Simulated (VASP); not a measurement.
An input for Quantum ESPRESSO's pw.x (written as the equivalent of a VASP run, and not itself run):

```
&CONTROL
  calculation = 'vc-relax'
  pseudo_dir = './pseudo'
  outdir = './out'
  tprnfor = .true.
  tstress = .true.
  nstep = 40
  forc_conv_thr = 0.00078
/
&SYSTEM
  ibrav = 0
  nat = 3
  ntyp = 2
  ecutwfc = 74
  occupations = 'smearing'
  smearing = 'methfessel-paxton'
  degauss = 0.00735
  input_dft = 'pbe'
/
&ELECTRONS
  conv_thr = 7.3e-08
  electron_maxstep = 100
/
&IONS
/
&CELL
  press = 50
/
ATOMIC_SPECIES
  Si 28.085 Si.upf
  W 183.840 W.upf
CELL_PARAMETERS angstrom
    -1.6033093    1.6033093    3.9064636
     1.6033093   -1.6033093    3.9064636
     1.6033093    1.6033093   -3.9064636
ATOMIC_POSITIONS crystal
  Si   0.6655585  0.6655585  0.0000000
  Si   0.3344415  0.3344415  0.0000000
  W    0.0000000  0.0000000  0.0000000
K_POINTS automatic
  13 13 13 0 0 0
```

Question: Write the VASP files for the same calculation (PBE).

Answer: Several could match; the one computed here: 
### KPOINTS
```
Automatic mesh
0
Gamma
13 13 13
0 0 0
```

**INCAR**
```
SYSTEM = WSi2
PREC = Accurate
ENCUT = 500
EDIFF = 1E-6
NELM = 100
ALGO = Normal
LREAL = .FALSE.
LASPH = .TRUE.
ISMEAR = 1
SIGMA = 0.1
GGA = PE
LMAXMIX = 6
LWAVE = .FALSE.
LCHARG = .FALSE.
IBRION = 2
ISIF = 3
NSW = 40
EDIFFG = -0.02
PSTRESS = 50
```

**POSCAR**
```
WSi2
1.0
 -1.6033092724   1.6033092724   3.9064635829
  1.6033092724  -1.6033092724   3.9064635829
  1.6033092724   1.6033092724  -3.9064635829
Si W
2 1
Direct
  0.6655585192   0.6655585192   0.0000000000
  0.3344414808   0.3344414808   0.0000000000
  0.0000000000   0.0000000000   0.0000000000
```

POTCAR, in this order: Si W_sv (PBE.64 set). Program: vasp_std.

The two are equivalent in intent, not identical: the potentials are each code's own (VASP's PAW set, PseudoDojo norm-conserving files in pw.x), so ENCUT and ecutwfc are chosen apart and not converted; conv_thr bounds pw.x's estimated SCF error, while EDIFF bounds the energy change between steps; forc_conv_thr acts on force components and is met together with etot_conv_thr.

The compound is WSi2 in the MoSi2 type structure. This run relaxes it under an external pressure of 5 GPa. Symmetry was kept, so distortions that lower it aren't found.
